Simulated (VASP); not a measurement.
A convergence study with VASP on Zr (hcp): one setting is varied, all else stays as given below, so the limit is that of these other settings. Each run relaxes cell and ions from the cell shown. The basis is that of the starting cell, so low cut-offs carry a Pulay error.

```yaml
crystal:
  lattice:
    - [1.61500, -2.79726, 0.00000]
    - [1.61500, 2.79726, 0.00000]
    - [0.00000, 0.00000, 5.15000]
  atoms:
    - { symbol: Zr, position: [0.33333, 0.66667, 0.25000] }
    - { symbol: Zr, position: [0.66667, 0.33333, 0.75000] }
```

All values below come from PBE GGA, VASP's PBE PAW potentials (set 64) (plane waves; VASP). The tightest run used: 700 eV cut-off, 11×11×6 Γ-centred mesh, first-order Methfessel-Paxton smearing of 0.10 eV, potentials Zr_sv.

### Question
The settings run are ENCUT = 200; ENCUT = 250; ENCUT = 300; ENCUT = 350; ENCUT = 400; ENCUT = 450; ENCUT = 500; ENCUT = 550; ENCUT = 600; ENCUT = 650; ENCUT = 700. From which on does the relaxed volume stay within 0.05 Å³/atom of the tightest run?

### Answer
From ENCUT = 450 on: it is off by 0.002 there and by no more than 0.05 in any finer run, while ENCUT = 400 is off by 0.059.
| setting | relaxed volume (Å³/atom) | E (eV/atom) | plane waves | difference judged (Å³/atom) |
|---|---|---|---|---|
| ENCUT = 200 | 21.566 | -8.5411 | 311 | 1.823 |
| ENCUT = 250 | 23.376 | -8.5076 | 432 | 0.013 |
| ENCUT = 300 | 23.213 | -8.5115 | 565 | 0.177 |
| ENCUT = 350 | 23.195 | -8.5153 | 706 | 0.195 |
| ENCUT = 400 | 23.330 | -8.5201 | 861 | 0.059 |
| ENCUT = 450 | 23.387 | -8.5213 | 1032 | 0.002 |
| ENCUT = 500 | 23.381 | -8.5212 | 1194 | 0.009 |
| ENCUT = 550 | 23.372 | -8.5210 | 1387 | 0.018 |
| ENCUT = 600 | 23.378 | -8.5212 | 1570 | 0.012 |
| ENCUT = 650 | 23.386 | -8.5212 | 1785 | 0.003 |
| ENCUT = 700 | 23.389 | -8.5213 | 1975 | 0.000 |

Left out are rungs that failed or repeat a setting and relaxations that didn't move; long series are thinned to 24 rows.

The compound is Zr in the hcp structure.
